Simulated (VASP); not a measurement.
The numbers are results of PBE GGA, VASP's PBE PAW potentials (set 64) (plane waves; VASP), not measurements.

A VASP calculation is set up with these files.

**INCAR**
```
# general
SYSTEM =Ge
PREC   =Accurate
ENCUT  =520   # plane-wave cut-off (eV)
LREAL  =.FALSE.   # projection in real space or not
LASPH  =.TRUE.

# electronic loop
EDIFF  =1E-7
NELM   =100   # most electronic steps
ALGO   =Normal
LMAXMIX=4

# smearing
ISMEAR =-5   # tetrahedra, Bloechl

# functional
GGA    =PE

# ions
ISIF   =2

# output
LWAVE  =.FALSE.
LCHARG =.TRUE.
LORBIT =11   # lm-projected
NEDOS  =601
```

KPOINTS:
```
Automatic mesh
0
Gamma
12 12 12
0 0 0
```

**POSCAR**
```
Ge
4.0721910
  0.0000000000   0.7071066979   0.7071066979
  0.7071066979   0.0000000000   0.7071066979
  0.7071066979   0.7071066979   0.0000000000
Ge
2
Direct
  0.0000000000   0.0000000000   0.0000000000
  0.2500000000   0.2500000000   0.2500000000
```

POTCAR, in this order: Ge_d (PBE.64 set). Program: vasp_std.

The run wrote:

### OSZICAR
```
       N       E                     dE             d eps       ncg     rms          rms(c)
DAV:   1     0.163190796253E+03    0.16319E+03   -0.15601E+04  2658   0.418E+03
DAV:   2     0.118791483212E+02   -0.15131E+03   -0.14893E+03  2592   0.534E+02
DAV:   3    -0.845771381564E+01   -0.20337E+02   -0.20172E+02  2860   0.147E+02
DAV:   4    -0.909691040553E+01   -0.63920E+00   -0.63823E+00  2976   0.299E+01
DAV:   5    -0.910752829016E+01   -0.10618E-01   -0.10617E-01  2950   0.402E+00    0.298E+00
DAV:   6    -0.906159147729E+01    0.45937E-01   -0.20511E-02  2872   0.170E+00    0.179E+00
DAV:   7    -0.903414589073E+01    0.27446E-01   -0.50161E-02  2708   0.233E+00    0.155E-01
DAV:   8    -0.903586399063E+01   -0.17181E-02   -0.68247E-03  3014   0.132E+00    0.533E-02
DAV:   9    -0.903586061406E+01    0.33766E-05   -0.27191E-04  3338   0.333E-01    0.197E-02
DAV:  10    -0.903589919635E+01   -0.38582E-04   -0.12147E-04  2794   0.160E-01    0.532E-03
DAV:  11    -0.903590068566E+01   -0.14893E-05   -0.11977E-05  3240   0.667E-02    0.221E-03
DAV:  12    -0.903590099332E+01   -0.30766E-06   -0.83518E-07  2750   0.127E-02    0.222E-04
DAV:  13    -0.903590093966E+01    0.53662E-07   -0.29593E-08  1742   0.250E-03
   1 F= -.90359009E+01 E0= -.90359009E+01  d E =0.000000E+00
```

OUTCAR:
```
------------------------ aborting loop because EDIFF is reached ----------------------------------------
  FORCE on cell =-STRESS in cart. coord.  units (eV):
  Direction    XX          YY          ZZ          XY          YZ          ZX
  --------------------------------------------------------------------------------------
  Total        0.0057703      0.0057703      0.0057703      0.0000000      0.0000000      0.0000000
  in kB        0.1936144      0.1936144      0.1936144      0.0000000      0.0000000      0.0000000
  external PRESSURE =       0.1936144 kB  Pullay stress =       0.0000000 kB
  volume of cell :       47.75
      direct lattice vectors                 reciprocal lattice vectors
     0.000000000  2.879473531  2.879473531    -0.173642853  0.173642853  0.173642853
     2.879473531  0.000000000  2.879473531     0.173642853 -0.173642853  0.173642853
     2.879473531  2.879473531  0.000000000     0.173642853  0.173642853 -0.173642853
 POSITION                                       TOTAL-FORCE (eV/Angst)
 -----------------------------------------------------------------------------------
      0.00000      0.00000      0.00000         0.000000     -0.000000     -0.000000
      1.43974      1.43974      1.43974        -0.000000      0.000000      0.000000
 -----------------------------------------------------------------------------------
    total drift:                                0.000000     -0.000000      0.000000
  FREE ENERGIE OF THE ION-ELECTRON SYSTEM (eV)
  ---------------------------------------------------
  free  energy   TOTEN  =        -9.0359009397 eV

  energy  without entropy=       -9.0359009397  energy(sigma->0) =       -9.03590094

 total charge

# of ion       s       p       d       tot
------------------------------------------
    1        1.136   1.210  10.016  12.361
    2        1.136   1.210  10.016  12.361
--------------------------------------------------
tot          2.271   2.420  20.032  24.723
```
(Selected blocks of OUTCAR.)

File OUTCAR:
```
 val. band max:        4.4883411180   @ k =   0.0000   0.0000   0.0000

 cond. band min:       4.4883411846   @ k =   0.0000   0.0000   0.0000


 Fermi energy:         4.4906394511

 k-point     1 :       0.0000    0.0000    0.0000
  band No.  band energies     occupation
      1     -20.2591      2.00000
      2     -20.2591      2.00000
      3     -20.2591      2.00000
      4     -20.2269      2.00000
      5     -20.2269      2.00000
      6     -20.0433      2.00000
      7     -20.0433      2.00000
      8     -20.0433      2.00000
      9     -20.0342      2.00000
     10     -20.0342      2.00000
     11      -7.8895      2.00000
     12       4.0462      2.00000
     13       4.4883      2.00000
     14       4.4883      2.00000
     15       4.4883      0.00001
     16       7.0182      0.00000
     17       7.0182      0.00000
     18       7.0182      0.00000

 k-point     2 :       0.0833    0.0000    0.0000
  band No.  band energies     occupation
      1     -20.2627      2.00000
      2     -20.2627      2.00000
      3     -20.2581      2.00000
      4     -20.2219      2.00000
      5     -20.2219      2.00000
      6     -20.0500      2.00000
      7     -20.0500      2.00000
      8     -20.0445      2.00000
      9     -20.0283      2.00000
     10     -20.0283      2.00000
     11      -7.8089      2.00000
     12       2.8077      2.00000
     13       4.3337      2.00000
     14       4.3337      2.00000
     15       5.1999     -0.00000
     16       7.2266      0.00000
     17       7.2266      0.00000
     18       7.3527      0.00000

 k-point     3 :       0.1667    0.0000    0.0000
  band No.  band energies     occupation
      1     -20.2693      2.00000
      2     -20.2693      2.00000
      3     -20.2553      2.00000
      4     -20.2120      2.00000
      5     -20.2120      2.00000
      6     -20.0593      2.00000
      7     -20.0593      2.00000
      8     -20.0477      2.00000
      9     -20.0209      2.00000
...
```

For a metal the tetrahedron method with Blöchl corrections gives inexact stress and forces.

The compound is Ge in the diamond structure. It was relaxed first, which changed the volume by +5 %.
